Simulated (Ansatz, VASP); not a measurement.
One calculation of RbTiCu3Se4, two programs

```
Rb Ti Cu Se
1.0
     6.15616    0.00000    0.00000
     0.00000    6.15616    0.00000
     0.00000    0.00000    6.15616
Rb Ti Cu Se
1 1 3 4
Cartesian
  3.0781 3.0781 3.0781
  0.0000 0.0000 0.0000
  0.0000 3.0781 0.0000
  0.0000 0.0000 3.0781
  3.0781 0.0000 0.0000
  1.3549 1.3549 1.3549
  4.8013 4.8013 1.3549
  1.3549 4.8013 4.8013
  4.8013 1.3549 4.8013
```

The cell comes from a database or a generator and needn't be the stable form of this composition.

Alike in both runs: task single point; functional LDA; k mesh 3 × 3 × 3; no spin polarisation.

|  | VASP | Ansatz |
| --- | --- | --- |
| version | VASP 6.6.1 | Ansatz 0.2.0 |
| potentials or method | VASP PAW LDA potentials, release 64 (Rb_sv, Ti_sv, Cu, Se) | plane waves, PAW |
| plane-wave cutoff (eV) | 520 | 463 |
| occupations | gaussian, width 0.01 eV | fixed |
| valence electrons in the cell | 78 | 142 |

|  | VASP | Ansatz | Ansatz less VASP |
| --- | --- | --- | --- |
| gap on the k mesh at the Fermi level (eV) | 1.24 | 1.20 | -0.047 |
| pressure (GPa) | -3.4 | -3.6 | -0.24 |

The two sets of potentials don't hold the same shells in valence.

Caveats: an odd mesh through Γ misses points on the zone boundary, where band edges often lie. A hybrid or GW would open this gap; LDA tends to underestimate it.
